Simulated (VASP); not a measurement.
A convergence study with VASP on PtSe2 (1T layered): one setting is varied, all else stays as given below, so the limit is that of these other settings.

```
PtSe2
1.0
    1.86500    -3.23027     0.00000
    1.86500     3.23027     0.00000
    0.00000     0.00000     5.08000
Pt Se
1 2
Cartesian
  0.00000   0.00000   0.00000
  1.86500   1.07676   1.29540
  1.86500  -1.07676   3.78460
```

The numbers are results of PBE GGA, VASP's PBE PAW potentials (set 64) (plane waves; VASP 6.6.1), not measurements. The tightest run used: 550 eV cut-off, 16×16×10 Γ-centred mesh, tetrahedra with Blöchl corrections, potentials Pt Se.

The settings run are 3×3×2 mesh; 4×4×2 mesh; 5×5×3 mesh; 6×6×4 mesh; 7×7×4 mesh; 8×8×5 mesh; 9×9×6 mesh; 10×10×6 mesh; 11×11×7 mesh; 12×12×8 mesh; 13×13×8 mesh; 14×14×9 mesh; 15×15×9 mesh; 16×16×10 mesh. From which on does the stress (every component) stay within 0.2 GPa of the tightest run?

From 8×8×5 mesh on: it is off by 0.07 there and by no more than 0.2 in any finer run, while 7×7×4 mesh is off by 0.25.
| setting | E (eV/atom) | pressure (GPa) | largest force (eV/Å) | irreducible k-points | difference judged (GPa) |
|---|---|---|---|---|---|
| 3×3×2 mesh | -4.7520 | 4.71 | 0.180 | 6 | 0.95 |
| 4×4×2 mesh | -4.7601 | 4.51 | 0.111 | 8 | 0.35 |
| 5×5×3 mesh | -4.7449 | 4.73 | 0.049 | 12 | 0.28 |
| 6×6×4 mesh | -4.7385 | 4.86 | 0.113 | 24 | 0.25 |
| 7×7×4 mesh | -4.7397 | 4.84 | 0.159 | 28 | 0.25 |
| 8×8×5 mesh | -4.7399 | 4.80 | 0.177 | 40 | 0.07 |
| 9×9×6 mesh | -4.7394 | 4.80 | 0.161 | 62 | 0.07 |
| 10×10×6 mesh | -4.7396 | 4.80 | 0.163 | 72 | 0.07 |
| 11×11×7 mesh | -4.7398 | 4.80 | 0.161 | 94 | 0.01 |
| 12×12×8 mesh | -4.7397 | 4.80 | 0.165 | 131 | 0.03 |
| 13×13×8 mesh | -4.7398 | 4.79 | 0.165 | 147 | 0.01 |
| 14×14×9 mesh | -4.7398 | 4.80 | 0.167 | 184 | 0.01 |
| 15×15×9 mesh | -4.7398 | 4.80 | 0.167 | 211 | 0.01 |
| 16×16×10 mesh | -4.7398 | 4.80 | 0.167 | 264 | 0.00 |

Left out are rungs that failed or repeat a setting and relaxations that didn't move; long series are thinned to 24 rows.

The compound is PtSe2 in the 1T layered structure. The cell was not relaxed at this level, forces remain on its atoms.
